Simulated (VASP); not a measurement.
Method: PBE GGA, VASP's PBE PAW potentials (set 64) (plane waves; VASP).

VASP input:

### INCAR
```
LWAVE = F
ENCUT = 300   ! plane-wave cut-off (eV)
NELM = 100   ! most electronic steps
EDIFF = 1E-6
PREC = Accurate
LREAL = F   ! projection in real space or not
ISMEAR = 0
LCHARG = F
ALGO = Normal   ! blocked Davidson
LASPH = T
SIGMA = 0.05   ! width (eV)
ISIF = 2
SYSTEM = Cl
GGA = PE
```

### KPOINTS
```
Automatic mesh
0
Gamma
7 7 4
0 0 0
```

**POSCAR**
```
Cl
1
    2.2285760000    -3.1040880000     0.0000000000
    2.2285760000     3.1040880000     0.0000000000
    0.0000000000     0.0000000000     8.2178740000
Cl
4
Direct
  0.8770000000   0.8770000000   0.8970000000
  0.6230000000   0.6230000000   0.3970000000
  0.3770000000   0.3770000000   0.6030000000
  0.1230000000   0.1230000000   0.1030000000
```

POTCAR, in this order: Cl (PBE.64 set). Program: vasp_std.

The resulting files:

### OUTCAR
```
 ion  position               nearest neighbor table
   1  0.877  0.877  0.897-   4 2.02
   2  0.623  0.623  0.397-   3 2.02
   3  0.377  0.377  0.603-   2 2.02
   4  0.123  0.123  0.103-   1 2.02
  LATTYP: Found a base centered orthorhombic cell.
 ALAT       =     4.4571520000
 B/A-ratio  =     1.3928571429
 C/A-ratio  =     1.8437500000
 Subroutine PRICEL returns:
 Original cell was already a primitive cell.
 Subroutine GETGRP returns: Found  8 space group operations
The static configuration has the point symmetry C_2h.
 The point group associated with its full space group is D_2h.
The dynamic configuration has the point symmetry C_2h.
 Subroutine INISYM returns: Found  8 space group operations
 Subroutine IBZKPT returns following result:
 Found     48 irreducible k-points:

 Following reciprocal coordinates:
            Coordinates               Weight
  0.000000  0.000000  0.000000      1.000000
  0.142857  0.000000  0.000000      4.000000
  0.285714  0.000000  0.000000      4.000000
  0.428571  0.000000  0.000000      4.000000
...
```

OSZICAR:
```
       N       E                     dE             d eps       ncg     rms          rms(c)
DAV:   1     0.155555339599E+03    0.15556E+03   -0.93358E+03  1728   0.851E+02
DAV:   2     0.182636095281E+01   -0.15373E+03   -0.15175E+03  2522   0.205E+02
DAV:   3    -0.765591204886E+01   -0.94823E+01   -0.94581E+01  2014   0.621E+01
DAV:   4    -0.777232281465E+01   -0.11641E+00   -0.11635E+00  2210   0.798E+00
DAV:   5    -0.777379814889E+01   -0.14753E-02   -0.14752E-02  2020   0.885E-01    0.157E+01
DAV:   6    -0.741679465708E+01    0.35700E+00   -0.25631E-01  1880   0.337E+00    0.103E+01
DAV:   7    -0.730733882973E+01    0.10946E+00   -0.56513E-01  1880   0.487E+00    0.869E-01
DAV:   8    -0.729438846874E+01    0.12950E-01   -0.69951E-02  1822   0.187E+00    0.404E-01
DAV:   9    -0.729455915352E+01   -0.17068E-03   -0.17156E-03  2144   0.287E-01    0.815E-02
DAV:  10    -0.729468419995E+01   -0.12505E-03   -0.17174E-04  2136   0.933E-02    0.659E-02
DAV:  11    -0.729469004293E+01   -0.58430E-05   -0.48941E-05  1882   0.453E-02    0.890E-03
DAV:  12    -0.729469168340E+01   -0.16405E-05   -0.51552E-06  1972   0.162E-02    0.465E-03
DAV:  13    -0.729469229236E+01   -0.60896E-06   -0.77192E-07  1048   0.684E-03
   1 F= -.72946923E+01 E0= -.72946923E+01  d E =-.289245E-11
```

**OUTCAR**
```
------------------------ aborting loop because EDIFF is reached ----------------------------------------
  FORCE on cell =-STRESS in cart. coord.  units (eV):
  Direction    XX          YY          ZZ          XY          YZ          ZX
  --------------------------------------------------------------------------------------
  Total       -0.1486667      0.6333298     -0.4544670      0.0000000      0.0000000      0.0000000
  in kB       -2.0949487      8.9246163     -6.4041573      0.0000000      0.0000000      0.0000000
  external PRESSURE =       0.1418367 kB  Pullay stress =       0.0000000 kB
  volume of cell :      113.70
      direct lattice vectors                 reciprocal lattice vectors
     2.228576000 -3.104088000  0.000000000     0.224358514 -0.161077908  0.000000000
     2.228576000  3.104088000  0.000000000     0.224358514  0.161077908  0.000000000
     0.000000000  0.000000000  8.217874000     0.000000000  0.000000000  0.121685974
 POSITION                                       TOTAL-FORCE (eV/Angst)
 -----------------------------------------------------------------------------------
      3.90892      0.00000      7.37143         0.110411      0.000000      0.080185
      2.77681      0.00000      3.26250        -0.110411      0.000000      0.080185
      1.68035      0.00000      4.95538         0.110411      0.000000     -0.080185
      0.54823      0.00000      0.84644        -0.110411      0.000000     -0.080185
 -----------------------------------------------------------------------------------
    total drift:                                0.000000      0.000000      0.000000
  FREE ENERGIE OF THE ION-ELECTRON SYSTEM (eV)
  ---------------------------------------------------
  free  energy   TOTEN  =        -7.2946922924 eV

  energy  without entropy=       -7.2946922924  energy(sigma->0) =       -7.29469229
```
(Selected blocks of OUTCAR.)

OUTCAR:
```
 val. band max:       -0.4763938576   @ k =   0.0000   0.0000   0.0000

 cond. band min:       2.0179625008   @ k =   0.0000   0.0000   0.0000


 Fermi energy:        -0.2615152566

 k-point     1 :       0.0000    0.0000    0.0000
  band No.  band energies     occupation
      1     -17.0773      2.00000
      2     -16.8519      2.00000
      3     -13.1498      2.00000
      4     -12.5365      2.00000
      5      -5.8327      2.00000
      6      -4.8976      2.00000
      7      -3.0244      2.00000
      8      -2.9918      2.00000
      9      -2.6025      2.00000
     10      -2.5840      2.00000
     11      -1.1723      2.00000
     12      -0.7748      2.00000
     13      -0.5748      2.00000
     14      -0.4764      2.00000
     15       2.0180      0.00000
     16       2.6817      0.00000
     17       6.5104      0.00000
     18       6.9796      0.00000

 k-point     2 :       0.1429    0.0000    0.0000
  band No.  band energies     occupation
      1     -17.0396      2.00000
      2     -16.8346      2.00000
      3     -13.1184      2.00000
      4     -12.5683      2.00000
      5      -5.8213      2.00000
      6      -4.9538      2.00000
      7      -3.1956      2.00000
      8      -3.1577      2.00000
      9      -2.7209      2.00000
     10      -2.7044      2.00000
     11      -1.0456      2.00000
     12      -0.7242      2.00000
     13      -0.6214      2.00000
     14      -0.5270      2.00000
     15       2.0375      0.00000
     16       2.6475      0.00000
     17       6.9091      0.00000
     18       7.2674      0.00000

 k-point     3 :       0.2857    0.0000    0.0000
  band No.  band energies     occupation
      1     -16.9463      2.00000
      2     -16.8014      2.00000
      3     -13.0339      2.00000
      4     -12.6574      2.00000
      5      -5.7764      2.00000
      6      -5.1323      2.00000
      7      -3.6184      2.00000
      8      -3.4880      2.00000
      9      -2.8281      2.00000
...
```

At this cut-off the stress carries a Pulay error, which pulls relaxed volumes low.

The structure is a typed Cl crystal. The cell was not relaxed at this level.
